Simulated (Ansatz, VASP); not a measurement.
**Two plane-wave programs on TaRu**

```xyz
2
Lattice="3.1870 0.0000 0.0000 0.0000 3.1870 0.0000 0.0000 0.0000 3.1870" Properties=species:S:1:pos:R:3 pbc="T T T"
Ta    1.5935    1.5935    1.5935
Ru    0.0000    0.0000    0.0000
```

Alike in both runs: task electric field gradients; functional LDA; k mesh 13 × 13 × 13; occupations fermi-dirac, width 0.03 eV; no spin polarisation.

|  | VASP | Ansatz |
| --- | --- | --- |
| version | VASP 6.6.1 | Ansatz 0.2.0 |
| potentials or method | VASP PAW LDA potentials, release 64 (Ta_pv, Ru_pv) | PAW with Ansatz's default frozen-core files, scalar-relativistic |
| plane-wave cutoff (eV) | 520 | 420 |
| valence electrons in the cell | 25 | 29 |

Ansatz gave:

```
pressure (GPa)                                                 : -16.3
Vzz of the field gradient on the site that differs most (V/Å²) : 0.0
```

Q: What did VASP give for the same quantities?

A: Pressure (GPa): -15.5; Vzz of the field gradient on the site that differs most (V/Å²): 0.0.

The two sets of potentials don't hold the same shells in valence. Ansatz warned: «gradients_without_spin_orbit».

Caveats: so large a pressure means that the cell lies far from this level's equilibrium, or that cutoff or potentials fall short (VASP). Spin-orbit coupling is left out, which matters for the levels of Ta.
